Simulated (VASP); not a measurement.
```xyz
8
Lattice="3.7494 0.0000 0.0000 -1.8747 3.2471 0.0000 0.0000 0.0000 16.1567" Properties=species:S:1:pos:R:3 pbc="T T T"
Ga     0.0000     2.1647     2.8237
Ga     1.8747     1.0824    13.3330
Ga     1.8747     1.0824    10.9021
Ga     0.0000     2.1647     5.2547
Se     0.0000     2.1647     9.7317
Se     1.8747     1.0824     6.4251
Se     1.8747     1.0824     1.6533
Se     0.0000     2.1647    14.5034
```

Level of theory: PBEsol GGA, VASP's PBE PAW potentials (set 64) (plane waves; VASP 6.6.1). Settings: 400 eV cut-off, 8×8×2 Γ-centred mesh, tetrahedra with Blöchl corrections, potentials Ga_d Se.

Without a dispersion term in the relaxation, distances and binding between the weakly bound layers, chains or molecules are unreliable, and so is what depends on them.

**Question.** What does the run give for the energy per atom (σ→0)?

**Answer.** 
```yaml
energy per atom (σ→0): -400.9 kJ/mol of atoms
```

Only differences to runs with the same potentials and settings are physical.

The structure comes from a computed database's GaSe entry (P6_3/mmc), a phase known from measurement. It was relaxed first.
